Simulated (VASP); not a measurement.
Computed with r2SCAN meta-GGA, VASP's PBE PAW potentials (set 64) (plane waves; VASP 6.6.1).

VASP ran on this input.

**INCAR**
```
ALGO = Normal
EDIFF = 1E-7
ENCUT = 400
ISIF = 2
ISMEAR = -5
LASPH = .TRUE.
LCHARG = .FALSE.
LMAXMIX = 4
LMIXTAU = .TRUE.
LORBIT = 11
LREAL = .FALSE.
LWAVE = .FALSE.
METAGGA = R2SCAN
NEDOS = 601
NELM = 100
PREC = Accurate
SYSTEM = PbTe
```

KPOINTS_OPT:
```
k-points along high-symmetry lines
10
Line-mode
Reciprocal
  0.000000   0.000000   0.000000 ! GAMMA
  0.500000   0.000000   0.500000 ! X

  0.500000   0.000000   0.500000 ! X
  0.625000   0.250000   0.625000 ! U

  0.375000   0.375000   0.750000 ! K
  0.000000   0.000000   0.000000 ! GAMMA

  0.000000   0.000000   0.000000 ! GAMMA
  0.500000   0.500000   0.500000 ! L

  0.500000   0.500000   0.500000 ! L
  0.500000   0.250000   0.750000 ! W

  0.500000   0.250000   0.750000 ! W
  0.500000   0.000000   0.500000 ! X
```

**KPOINTS**
```
Automatic
0
G
 8 8 8
```

**POSCAR**
```
PbTe
1
    0.0000000000     3.2676777139     3.2676777139
    3.2676777139     0.0000000000     3.2676777139
    3.2676777139     3.2676777139     0.0000000000
Te Pb
1 1
Direct
  0.5000000000   0.5000000000   0.5000000000
  0.0000000000   1.0000000000   0.0000000000
```

POTCAR, in this order: Te Pb_d (PBE.64 set). Program: vasp_std.

Unless said otherwise, spin-orbit coupling is left out, though it shifts the bands of the heavy elements here.

Problem. Predict the energy per atom (σ→0), band gap (over mesh and band path).

Solution. 
```yaml
energy per atom (σ→0): -41.353 eV/atom
band gap (over mesh and band path): 1.09 eV
```

File OSZICAR:
```
...
DAV:  25    -0.827052442572E+02   -0.56761E-06   -0.27354E-08   406   0.217E-03    0.290E-04
DAV:  26    -0.827052440844E+02    0.17277E-06   -0.32423E-08   406   0.212E-03    0.649E-04
DAV:  27    -0.827052441915E+02   -0.10712E-06   -0.68268E-09   406   0.131E-03    0.314E-04
DAV:  28    -0.827052441885E+02    0.29740E-08   -0.21084E-09   406   0.578E-04
   1 F= -.82705244E+02 E0= -.82705244E+02  d E =0.000000E+00
       N       E                     dE             ncg
       N       E                     dE             ncg
       N       E                     dE             ncg
```

The compound is PbTe in the rock salt structure. It was relaxed first.
